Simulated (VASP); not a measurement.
Output of a VASP run:

File OSZICAR:
```
...
DAV:  16    -0.206390838452E+02   -0.35767E-02   -0.41711E-03   528   0.755E-01    0.318E-01
DAV:  17    -0.206174651237E+02    0.21619E-01   -0.54516E-03   464   0.665E-01    0.310E-01
DAV:  18    -0.206233884064E+02   -0.59233E-02   -0.20784E-03   520   0.517E-01    0.242E-01
DAV:  19    -0.206418915857E+02   -0.18503E-01   -0.62150E-03   464   0.685E-01    0.192E-01
DAV:  20    -0.206408705852E+02    0.10210E-02   -0.20502E-03   464   0.581E-01    0.267E-01
DAV:  21    -0.207052103326E+02   -0.64340E-01   -0.44561E-02   464   0.153E+00    0.172E-01
DAV:  22    -0.207305347010E+02   -0.25324E-01   -0.26586E-02   472   0.106E+00    0.680E-02
DAV:  23    -0.207313040321E+02   -0.76933E-03   -0.79003E-04   776   0.260E-01    0.720E-02
DAV:  24    -0.207251530690E+02    0.61510E-02   -0.65481E-02   464   0.255E+00    0.357E-02
DAV:  25    -0.207247624886E+02    0.39058E-03   -0.10238E-02   472   0.126E+00    0.404E-02
DAV:  26    -0.207251972291E+02   -0.43474E-03   -0.39187E-03   480   0.730E-01    0.250E-02
DAV:  27    -0.207249915571E+02    0.20567E-03   -0.50860E-03   464   0.113E+00    0.279E-02
DAV:  28    -0.207262010223E+02   -0.12095E-02   -0.81485E-03   464   0.123E+00    0.348E-02
DAV:  29    -0.207279320406E+02   -0.17310E-02   -0.34045E-03   464   0.559E-01    0.488E-02
DAV:  30    -0.207264590064E+02    0.14730E-02   -0.28063E-03   464   0.508E-01    0.394E-02
DAV:  31    -0.207260915635E+02    0.36744E-03   -0.30004E-03   464   0.871E-01    0.431E-02
DAV:  32    -0.207282039931E+02   -0.21124E-02   -0.56421E-03   464   0.771E-01    0.581E-02
DAV:  33    -0.207287768873E+02   -0.57289E-03   -0.37123E-04   512   0.208E-01    0.619E-02
DAV:  34    -0.207289342885E+02   -0.15740E-03   -0.71056E-05   488   0.876E-02    0.622E-02
DAV:  35    -0.207294459065E+02   -0.51162E-03   -0.12905E-04   464   0.121E-01    0.637E-02
DAV:  36    -0.207309596952E+02   -0.15138E-02   -0.75637E-04   464   0.226E-01    0.704E-02
DAV:  37    -0.207309111471E+02    0.48548E-04   -0.12655E-04   464   0.158E-01    0.677E-02
DAV:  38    -0.207305597508E+02    0.35140E-03   -0.46604E-04   464   0.286E-01    0.590E-02
DAV:  39    -0.207273752979E+02    0.31845E-02   -0.35058E-03   464   0.571E-01    0.392E-02
DAV:  40    -0.207258369905E+02    0.15383E-02   -0.41701E-03   464   0.720E-01    0.204E-02
DAV:  41    -0.207257643550E+02    0.72635E-04   -0.11648E-03   464   0.499E-01    0.193E-02
DAV:  42    -0.207255522489E+02    0.21211E-03   -0.10674E-03   464   0.483E-01    0.132E-02
DAV:  43    -0.207255779521E+02   -0.25703E-04   -0.99926E-04   464   0.468E-01    0.917E-03
DAV:  44    -0.207254759573E+02    0.10199E-03   -0.40616E-04   464   0.310E-01    0.495E-03
DAV:  45    -0.207253784036E+02    0.97554E-04   -0.39923E-04   464   0.198E-01    0.441E-03
DAV:  46    -0.207253396520E+02    0.38752E-04   -0.18433E-04   464   0.195E-01    0.466E-03
DAV:  47    -0.207252971970E+02    0.42455E-04   -0.17407E-04   464   0.196E-01    0.309E-03
DAV:  48    -0.207252817089E+02    0.15488E-04   -0.10118E-04   464   0.147E-01    0.194E-03
DAV:  49    -0.207252767450E+02    0.49638E-05   -0.26658E-05   480   0.812E-02    0.193E-03
DAV:  50    -0.207252794076E+02   -0.26625E-05   -0.21393E-05   464   0.645E-02    0.203E-03
DAV:  51    -0.207252750371E+02    0.43705E-05   -0.32042E-05   464   0.826E-02    0.620E-04
DAV:  52    -0.207252760056E+02   -0.96844E-06   -0.15969E-05   464   0.521E-02    0.867E-04
DAV:  53    -0.207252739787E+02    0.20269E-05   -0.10944E-05   464   0.420E-02    0.272E-04
DAV:  54    -0.207252737681E+02    0.21058E-06   -0.25061E-06   464   0.241E-02
   1 F= -.20725274E+02 E0= -.20724897E+02  d E =-.207253E+02
```

File OUTCAR:
```
------------------------ aborting loop because EDIFF is reached ----------------------------------------
  FORCE on cell =-STRESS in cart. coord.  units (eV):
  Direction    XX          YY          ZZ          XY          YZ          ZX
  --------------------------------------------------------------------------------------
  Total        0.0044398      0.0044398      0.0044398     -0.0000000      0.0000000     -0.0000000
  in kB        0.0763310      0.0763310      0.0763310     -0.0000000      0.0000000     -0.0000000
  external PRESSURE =       0.0763310 kB  Pullay stress =       0.0000000 kB
  volume of cell :       93.19
      direct lattice vectors                 reciprocal lattice vectors
    -2.856078902  2.856078902  2.856078902     0.000000000  0.175065192  0.175065192
     2.856078902 -2.856078902  2.856078902     0.175065192  0.000000000  0.175065192
     2.856078902  2.856078902 -2.856078902     0.175065192  0.175065192  0.000000000
 POSITION                                       TOTAL-FORCE (eV/Angst)
 -----------------------------------------------------------------------------------
      0.00000      0.00000      0.00000         0.000000      0.000000      0.000000
 -----------------------------------------------------------------------------------
    total drift:                               -0.000000     -0.000000     -0.000000
  FREE ENERGIE OF THE ION-ELECTRON SYSTEM (eV)
  ---------------------------------------------------
  free  energy   TOTEN  =       -20.7252737681 eV

  energy  without entropy=      -20.7241430925  energy(sigma->0) =      -20.72489688

 reached required accuracy - stopping structural energy minimisation
```
(Selected blocks of OUTCAR.)

POSCAR:
```
Rb
1
   -2.8560789022     2.8560789022     2.8560789022
    2.8560789022    -2.8560789022     2.8560789022
    2.8560789022     2.8560789022    -2.8560789022
Rb
1
Direct
  0.0000000000   0.0000000000   0.0000000000
```

**Question.** Reconstruct the remaining input files.

**Answer.** Several could match; the one computed here: the input of the run itself, SCAN meta-GGA, plane waves, VASP's PBE PAW potentials (set 64).

KPOINTS:
```
K-points
0
G
  8 8 8
```

**INCAR**
```
SYSTEM = Rb
PREC = Accurate
ENCUT = 520
EDIFF = 1E-6
NELM = 100
ALGO = Normal
LREAL = .FALSE.
LASPH = .TRUE.
ISMEAR = 1
SIGMA = 0.1
METAGGA = SCAN
LMIXTAU = .TRUE.
LMAXMIX = 4
LWAVE = .FALSE.
LCHARG = .FALSE.
IBRION = 2
ISIF = 3
NSW = 60
EDIFFG = -0.01
```

POTCAR, in this order: Rb_sv (PBE.64 set). Program: vasp_std.

The compound is Rb in the bcc structure. It was relaxed first. The start is the result of an earlier pass.
